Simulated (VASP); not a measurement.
An input for Quantum ESPRESSO's pw.x (written as the equivalent of a VASP run, and not itself run):

```
&CONTROL
  calculation = 'vc-relax'
  pseudo_dir = './pseudo'
  outdir = './out'
  tprnfor = .true.
  tstress = .true.
  nstep = 60
  forc_conv_thr = 0.00039
/
&SYSTEM
  ibrav = 0
  nat = 2
  ntyp = 2
  ecutwfc = 44
  occupations = 'smearing'
  smearing = 'gaussian'
  degauss = 0.003675
  input_dft = 'pbe'
  vdw_corr = 'grimme-d3'
  dftd3_version = 3
  dftd3_threebody = .false.
/
&ELECTRONS
  conv_thr = 7.3e-08
  electron_maxstep = 100
/
&IONS
/
&CELL
/
ATOMIC_SPECIES
  Al 26.982 Al.upf
  P 30.974 P.upf
CELL_PARAMETERS angstrom
     0.0000000    2.7300000    2.7300000
     2.7300000    0.0000000    2.7300000
     2.7300000    2.7300000    0.0000000
ATOMIC_POSITIONS crystal
  Al   0.0000000  0.0000000  0.0000000
  P    0.2500000  0.2500000  0.2500000
K_POINTS automatic
  8 8 8 0 0 0
```

**Question.** Write the VASP files for the same calculation (PBE-D3 (zero damping)).

**Answer.** One answer among several that fit: 
INCAR:
```
NSW = 60   ! most ionic steps
IVDW = 11
SIGMA = 0.05   ! width (eV)
LREAL = .FALSE.   ! projection in real space or not
LCHARG = .FALSE.
ALGO = Normal   ! blocked Davidson
ISIF = 3   ! ions, shape and volume
LWAVE = .FALSE.
ISMEAR = 0   ! Gaussian
EDIFF = 1E-6   ! SCF stop (eV)
EDIFFG = -0.01   ! ionic stop
IBRION = 2
ENCUT = 520   ! plane-wave cut-off (eV)
SYSTEM = AlP
NELM = 100   ! most electronic steps
LASPH = .TRUE.   ! aspherical one-centre terms
PREC = Accurate
GGA = PE   ! PBE
```

File POSCAR:
```
AlP
1
    0.0000000000     2.7300000000     2.7300000000
    2.7300000000     0.0000000000     2.7300000000
    2.7300000000     2.7300000000     0.0000000000
Al P
1 1
Direct
  0.0000000000   0.0000000000   0.0000000000
  0.2500000000   0.2500000000   0.2500000000
```

KPOINTS:
```
Regular mesh
0
G
8 8 8
```

POTCAR, in this order: Al P (PBE.64 set). Program: vasp_std.

Limits of the translation: the potentials are each code's own (VASP's PAW set, PseudoDojo norm-conserving files in pw.x), so ENCUT and ecutwfc are chosen apart and not converted; conv_thr bounds pw.x's estimated SCF error, while EDIFF bounds the energy change between steps; forc_conv_thr acts on force components and is met together with etot_conv_thr.

The compound is AlP in the zinc blende structure. This run relaxes it. Symmetry was kept, so distortions that lower it aren't found.
